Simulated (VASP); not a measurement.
## TiC: relaxation of cell and atoms with LDA

Crystal: TiC.

```
CELL_PARAMETERS angstrom
0.00000 2.15930 2.15930
2.15930 0.00000 2.15930
2.15930 2.15930 0.00000
ATOMIC_POSITIONS crystal
Ti 0.00000 0.00000 0.00000
C 0.50000 0.50000 0.50000
```

| Item | Value |
| --- | --- |
| Program | VASP 6.6.1 |
| Task | relaxation of cell and atoms |
| Functional | LDA |
| Potentials or basis | VASP PAW LDA potentials, release 64 (Ti_sv, C) |
| Cutoff | 600 eV |
| k mesh | 14 × 14 × 14 |
| Occupations | methfessel-paxton, width 0.1 eV |
| Spin | no spin polarisation |
| Further INCAR settings | ALGO = Normal; EDIFF = 1e-06; IBRION = 2; EDIFFG = -0.01; NSW = 90; ISIF = 3 |

```
Relaxed volume                         : 9.69 Å³/atom
Relaxed cell                           : a = 3.015 Å, b = 3.015 Å, c = 3.015 Å, α = 60.00°, β = 60.00°, γ = 60.00°
Space group after relaxing (to 0.05 Å) : Fm-3m (No. 225)
Energy gained by relaxing              : 12.2 meV/atom
Ionic steps                            : 3
Pressure after relaxing                : -0.1 GPa
Band gap on the k mesh                 : none (metal or under the smearing width)
```

Step by step:
```tsv
step	energy change (eV)	largest force (eV/Å)	pressure (GPa)	volume (Å³)
1	0.0000	0.0000	-9.95	20.14
2	0.0258	0.0000	16.62	18.37
3	-0.0243	0.0000	-0.14	19.39
```

Final structure:
```yaml
crystal:
  lattice:
    - [0.00000, 2.13221, 2.13221]
    - [2.13221, 0.00000, 2.13221]
    - [2.13221, 2.13221, 0.00000]
  atoms:
    - { symbol: Ti, position: [0.00000, 0.00000, 0.00000] }
    - { symbol: C, position: [0.50000, 0.50000, 0.50000] }
```

Levels at points of the mesh, in eV from the Fermi level:
```
           k point  band 5  band 6  band 7  band 8  band 9  band 10  band 11  band 12
(0.00, 0.00, 0.00)  -12.42    0.64    0.64    0.64    1.75     1.75     1.75     1.81
(0.50, 0.00, 0.00)   -8.66   -6.04   -3.05   -3.05    3.06     3.06     4.33     8.54
(0.50, 0.50, 0.00)  -10.11   -3.40   -1.82    0.03    0.03     2.89     3.70     3.70
```

Wall time 55 s on 1 thread of Intel(R) Xeon(R) Platinum 8259CL CPU @ 2.50GHz (Skylake/Cascade Lake), on a shared host, peak memory 0.16 GiB.

LDA usually gives volumes a few per cent too small. Zero-point motion and thermal expansion aren't in these numbers.
